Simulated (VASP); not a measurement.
A run of VASP 6.6.1:

The input POSCAR:

```
Cs2NdH4
1.0
    0.0000000000      4.4772187100      0.0000000000
    4.4772187100      0.0000000000      0.0000000000
    2.2386093600      2.2386093600     -7.6424617200
Cs H Nd
2 4 1
Direct
    0.3580000000      0.3580000000      0.2840000000
    0.6420000000      0.6420000000      0.7160000000
    0.5000000000      0.0000000000      0.0000000000
    0.0000000000      0.5000000000      0.0000000000
    0.1370000000      0.1370000000      0.7260000000
    0.8630000000      0.8630000000      0.2740000000
    0.0000000000      0.0000000000      0.0000000000
```

File INCAR.step1:

```
SYSTEM = Cs2NdH4
PREC = Accurate
ENCUT = 520
EDIFF = 1E-7
ISMEAR = 1
SIGMA = 0.0251
LREAL = .False.
LASPH = .True.
NELM = 100
ALGO = Normal
ISIF = 2
LWAVE = .False.
LCHARG = .True.
LMAXMIX = 6
GGA = PE
NBANDS = 27
```

File KPOINTS.step1:

```
Automatic mesh
0
Gamma
  5 5 5
  0 0 0
```

INCAR.step2

```
SYSTEM = Cs2NdH4
PREC = Accurate
ENCUT = 520
EDIFF = 1E-7
ISMEAR = -5
SIGMA = 0.0251
LREAL = .False.
LASPH = .True.
NELM = 100
ALGO = Normal
ISIF = 2
LWAVE = .False.
LCHARG = .False.
LMAXMIX = 6
GGA = PE
LORBIT = 11
NBANDS = 27
NEDOS = 1001
ICHARG = 11
```

File KPOINTS.step2:

```
Automatic mesh
0
Gamma
  8 8 8
  0 0 0
```

Potentials or basis: VASP PAW PBE potentials, release 64 (Cs_sv, H, Nd).

Command:

```console
$ cat potpaw_PBE.64/Cs_sv/POTCAR potpaw_PBE.64/H/POTCAR potpaw_PBE.64/Nd/POTCAR > POTCAR
$ cp INCAR.step1 INCAR
$ cp KPOINTS.step1 KPOINTS
$ mpirun -np 1 vasp_std > vasp.out
$ cp INCAR.step2 INCAR
$ cp KPOINTS.step2 KPOINTS
$ mpirun -np 1 vasp_std > vasp.out
```

Hardware: 1 thread of Intel(R) Xeon(R) Platinum 8259CL CPU @ 2.50GHz (Skylake/Cascade Lake), on a shared host.

Problem. Estimate the wall time of this run.

Solution. Run time: 7.6 min on 1 thread of Intel(R) Xeon(R) Platinum 8259CL CPU @ 2.50GHz (Skylake/Cascade Lake), on a shared host, peak memory 0.44 GiB. Counts: scf iterations 12, k points 59.
